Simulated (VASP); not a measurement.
VASP ran on this input.

### KPOINTS
```
kpoints
0
gamma
  2 4 3
0 0 0
```

INCAR:
```
! general
SYSTEM   =  GeSe
PREC     =  Accurate
ENCUT    =  420
LREAL    =  .FALSE.
LASPH    =  .TRUE.

! electronic loop
EDIFF    =  1E-6
NELM     =  100
ALGO     =  Normal
LMAXMIX  =  4

! smearing
ISMEAR   =  0
SIGMA    =  0.01

! functional
GGA      =  PS

! ions
IBRION   =  2
NSW      =  50
ISIF     =  3
EDIFFG   =  -0.01

! output
LWAVE    =  .FALSE.
LCHARG   =  .FALSE.
```

### POSCAR
```
GeSe
1
   11.1277110000     0.0000000000     0.0000000000
    0.0000000000     3.7440160000     0.0000000000
    0.0000000000     0.0000000000     4.6111860000
Ge Se
4 4
Direct
  0.1291000000   0.2500000000   0.1190000000
  0.8709000000   0.7500000000   0.8810000000
  0.3709000000   0.7500000000   0.6190000000
  0.6291000000   0.2500000000   0.3810000000
  0.8492800000   0.2500000000   0.5154700000
  0.1507200000   0.7500000000   0.4845300000
  0.6507200000   0.7500000000   0.0154700000
  0.3492800000   0.2500000000   0.9845300000
```

POTCAR, in this order: Ge_d Se (PBE.64 set). Program: vasp_std.

Translate this PBEsol calculation to Ansatz.

One equivalent input (not run):
Ansatz 0.2 input:
```yaml
crystal:
  lattice:
    - [11.1277110, 0.0000000, 0.0000000]
    - [0.0000000, 3.7440160, 0.0000000]
    - [0.0000000, 0.0000000, 4.6111860]
  atoms:
    - { symbol: Ge, position: [0.1291000, 0.2500000, 0.1190000] }
    - { symbol: Ge, position: [0.8709000, 0.7500000, 0.8810000] }
    - { symbol: Ge, position: [0.3709000, 0.7500000, 0.6190000] }
    - { symbol: Ge, position: [0.6291000, 0.2500000, 0.3810000] }
    - { symbol: Se, position: [0.8492800, 0.2500000, 0.5154700] }
    - { symbol: Se, position: [0.1507200, 0.7500000, 0.4845300] }
    - { symbol: Se, position: [0.6507200, 0.7500000, 0.0154700] }
    - { symbol: Se, position: [0.3492800, 0.2500000, 0.9845300] }
kpoints:
  mp_grid: { grid: [2, 4, 3] }
hamiltonian:
  xc: pbesol
  pseudopotentials: { kind: paw }
scf:
  occupations: { method: gaussian, width: 0.01 }
  max_iter: 100
relax:
  max_steps: 50
  f_tol: 0.01
  cell: {}
output: { forces: true, stress: true, eigenvalues: true }
```
Limits of the translation: each code has its own PAW files, so the cut-off isn't converted (ENCUT is set for VASP's; basis.ecutwfc is left out, and Ansatz then takes the one that its files recommend); Ansatz stops its SCF on the density residual and VASP on the energy change (EDIFF).

The structure comes from a computed database's GeSe entry; how it stands against other phases isn't given here. This run relaxes it. Symmetry was kept, so distortions that lower it aren't found. The k-mesh is coarse (spacing up to 0.52 per Å, 2π included), so the numbers may not be converged in it. The run is one of a series of settings (EDIFFG = -0.01, ENCUT = 420, IBRION = 2, ISIF = 3, NSW = 50 against the base run), some of them coarse on purpose.
